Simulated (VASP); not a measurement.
Consider the following.

```
Ta
1.0
   -1.69293     1.69293     1.69293
    1.69293    -1.69293     1.69293
    1.69293     1.69293    -1.69293
Ta
1
Direct
  0.00000   0.00000   0.00000
```

Computed with PBE GGA, VASP's PBE PAW potentials (set 64) (plane waves; VASP 6.6.1). Settings: 480 eV cut-off, 14×14×14 Γ-centred mesh, first-order Methfessel-Paxton smearing of 0.10 eV, potentials Ta_pv.

Give the stress tensor in GPa (positive for a compressed cell).

```
-10.89    0.00    0.00
  0.00  -10.89    0.00
  0.00    0.00  -10.89
```
The pressure is its mean diagonal, -10.89 GPa.

The compound is Ta in the bcc structure. This cell was strained or had an atom moved on purpose.
